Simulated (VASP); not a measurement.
Output of a VASP run:

**OSZICAR**
```
...
DAV:  12    -0.180548012934E+02    0.56833E-06   -0.13460E-07  1520   0.360E-03
   1 F= -.18054801E+02 E0= -.18054437E+02  d E =-.180548E+02
       N       E                     dE             d eps       ncg     rms          rms(c)
DAV:   1    -0.183413405747E+02   -0.28654E+00   -0.12209E+01  2888   0.293E+01    0.766E+00
DAV:   2    -0.179534253369E+02    0.38792E+00   -0.49201E-01  2972   0.706E+00    0.328E+00
DAV:   3    -0.178877327573E+02    0.65693E-01   -0.26178E-01  3776   0.498E+00    0.313E-01
DAV:   4    -0.178893390750E+02   -0.16063E-02   -0.55354E-03  2908   0.567E-01    0.173E-01
DAV:   5    -0.178898450935E+02   -0.50602E-03   -0.58801E-04  3332   0.207E-01    0.301E-02
DAV:   6    -0.178898677743E+02   -0.22681E-04   -0.48464E-05  2948   0.736E-02    0.123E-02
DAV:   7    -0.178898708239E+02   -0.30496E-05   -0.28595E-06  2544   0.149E-02    0.134E-03
DAV:   8    -0.178898707723E+02    0.51625E-07   -0.77333E-08  1468   0.342E-03
   2 F= -.17889871E+02 E0= -.17889410E+02  d E =0.164931E+00
       N       E                     dE             d eps       ncg     rms          rms(c)
DAV:   1    -0.183606797184E+02   -0.47081E+00   -0.81759E+00  2880   0.247E+01    0.673E+00
DAV:   2    -0.181135807180E+02    0.24710E+00   -0.30262E-01  2984   0.592E+00    0.270E+00
DAV:   3    -0.180629475456E+02    0.50633E-01   -0.17807E-01  3668   0.426E+00    0.470E-01
DAV:   4    -0.180647327650E+02   -0.17852E-02   -0.50405E-03  2920   0.574E-01    0.129E-01
DAV:   5    -0.180648949962E+02   -0.16223E-03   -0.10349E-03  3696   0.348E-01    0.356E-02
DAV:   6    -0.180649257222E+02   -0.30726E-04   -0.41246E-05  2904   0.514E-02    0.112E-02
DAV:   7    -0.180649260652E+02   -0.34301E-06   -0.31468E-06  2432   0.247E-02
   3 F= -.18064926E+02 E0= -.18064538E+02  d E =-.101248E-01
       N       E                     dE             d eps       ncg     rms          rms(c)
DAV:   1    -0.180649547338E+02   -0.29012E-04   -0.47611E-04  2888   0.187E-01    0.534E-02
DAV:   2    -0.180649407738E+02    0.13960E-04   -0.17400E-05  2984   0.432E-02    0.227E-02
DAV:   3    -0.180649386735E+02    0.21003E-05   -0.10015E-05  3224   0.317E-02    0.255E-03
DAV:   4    -0.180649387021E+02   -0.28591E-07   -0.19304E-07  1464   0.361E-03
   4 F= -.18064939E+02 E0= -.18064551E+02  d E =-.101374E-01
       N       E                     dE             d eps       ncg     rms          rms(c)
DAV:   1    -0.180659546995E+02   -0.10160E-02   -0.88161E-02  2928   0.262E+00    0.159E-01
DAV:   2    -0.180651446357E+02    0.81006E-03   -0.95673E-04  3492   0.413E-01    0.796E-02
DAV:   3    -0.180648938043E+02    0.25083E-03   -0.44831E-04  3188   0.182E-01    0.153E-02
DAV:   4    -0.180648947275E+02   -0.92327E-06   -0.29145E-05  2976   0.708E-02    0.760E-03
DAV:   5    -0.180648942693E+02    0.45824E-06   -0.46036E-07  1572   0.758E-03
   5 F= -.18064894E+02 E0= -.18064499E+02  d E =0.444328E-04
       N       E                     dE             d eps       ncg     rms          rms(c)
DAV:   1    -0.180654358575E+02   -0.54113E-03   -0.24023E-02  2928   0.137E+00    0.836E-02
DAV:   2    -0.180652114600E+02    0.22440E-03   -0.26158E-04  3488   0.216E-01    0.417E-02
DAV:   3    -0.180651422750E+02    0.69185E-04   -0.12200E-04  3160   0.950E-02    0.809E-03
DAV:   4    -0.180651424490E+02   -0.17395E-06   -0.79744E-06  2928   0.371E-02
   6 F= -.18065142E+02 E0= -.18064756E+02  d E =-.203747E-03
```

**OUTCAR**
```
------------------------ aborting loop because EDIFF is reached ----------------------------------------
  FORCE on cell =-STRESS in cart. coord.  units (eV):
  Direction    XX          YY          ZZ          XY          YZ          ZX
  --------------------------------------------------------------------------------------
  Total        0.0007453      0.0007453      0.0038039      0.0000000      0.0000000      0.0000000
  in kB        0.0421337      0.0421337      0.2150346      0.0000000      0.0000000      0.0000000
  external PRESSURE =       0.0997674 kB  Pullay stress =       0.0000000 kB
  volume of cell :       28.34
      direct lattice vectors                 reciprocal lattice vectors
     1.374224401 -2.380226125  0.000000000     0.363841596 -0.210064075 -0.000000000
     1.374224401  2.380226125 -0.000000000     0.363841596  0.210064075 -0.000000000
     0.000000000  0.000000000  4.332410495    -0.000000000  0.000000000  0.230818386
 POSITION                                       TOTAL-FORCE (eV/Angst)
 -----------------------------------------------------------------------------------
      1.37422      0.79341      1.08310        -0.000000     -0.000000      0.000000
      1.37422     -0.79341      3.24931         0.000000      0.000000      0.000000
 -----------------------------------------------------------------------------------
    total drift:                               -0.000000      0.000024     -0.000020
  FREE ENERGIE OF THE ION-ELECTRON SYSTEM (eV)
  ---------------------------------------------------
  free  energy   TOTEN  =       -18.0651424490 eV

  energy  without entropy=      -18.0639831539  energy(sigma->0) =      -18.06475602

 reached required accuracy - stopping structural energy minimisation
```
(Selected blocks of OUTCAR.)

POSCAR:
```
Os
1
    1.3650000000    -2.3642490000     0.0000000000
    1.3650000000     2.3642490000     0.0000000000
    0.0000000000     0.0000000000     4.3200000000
Os
2
Direct
  0.3333330000   0.6666670000   0.2500000000
  0.6666670000   0.3333330000   0.7500000000
```

Task: Write an INCAR and KPOINTS that could have produced this output.

Result: This is not unique; one that fits is the input of the run itself, optB86b-vdW, plane waves, VASP's PBE PAW potentials (set 64).

### KPOINTS
```
Automatic mesh
0
Gamma
14 14 8
0 0 0
```

### INCAR
```
AGGAC = 0.0
ALGO = Normal
EDIFF = 1E-6
EDIFFG = -0.01
ENCUT = 520
GGA = MK
IBRION = 2
ISIF = 3
ISMEAR = 1
LASPH = .TRUE.
LCHARG = .FALSE.
LMAXMIX = 6
LREAL = .FALSE.
LUSE_VDW = .TRUE.
LWAVE = .FALSE.
NELM = 100
NSW = 60
PARAM1 = 0.1234
PARAM2 = 1.0
PREC = Accurate
SIGMA = 0.1
SYSTEM = Os
```

POTCAR, in this order: Os (PBE.64 set). Program: vasp_std.

The compound is Os in the hcp structure. This run relaxes it. Symmetry was kept, so distortions that lower it aren't found.
